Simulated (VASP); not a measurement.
Consider the following.

```xyz
8
Lattice="0.0000 4.3192 4.3192 4.3192 0.0000 4.3192 4.3192 4.3192 0.0000" Properties=species:S:1:pos:R:3 pbc="T T T"
Ca     4.3192     4.3192     4.3192
Pb     0.0000     0.0000     0.0000
F      4.3192     4.3192     6.5664
F      4.3192     4.3192     2.0719
F      6.5664     4.3192     4.3192
F      2.0719     4.3192     4.3192
F      4.3192     6.5664     4.3192
F      4.3192     2.0719     4.3192
```

All values below come from r2SCAN meta-GGA, VASP's PBE PAW potentials (set 64) (plane waves; VASP 6.6.1). Settings: 520 eV cut-off, 6×6×6 Γ-centred mesh, Gaussian smearing of 0.010 eV, potentials Ca_sv Pb_d F.

Unless said otherwise, spin-orbit coupling is left out, though it shifts the bands of the heavy elements here.

### Question
What does the run give for the energy per atom (σ→0), band gap (on the k-mesh) with the smallest direct gap where there is one?

### Answer

```yaml
band gap (on the k-mesh): 4.41 eV
smallest direct gap (on the k-mesh): 4.41 eV
energy per atom (σ→0): -13.119 eV/atom
```

Total energies compare only between runs with the same potentials, cut-off and functional.

The structure comes from a computed database's CaPbF6 entry (Fm-3m); how it stands against other phases isn't given here. It was relaxed first.
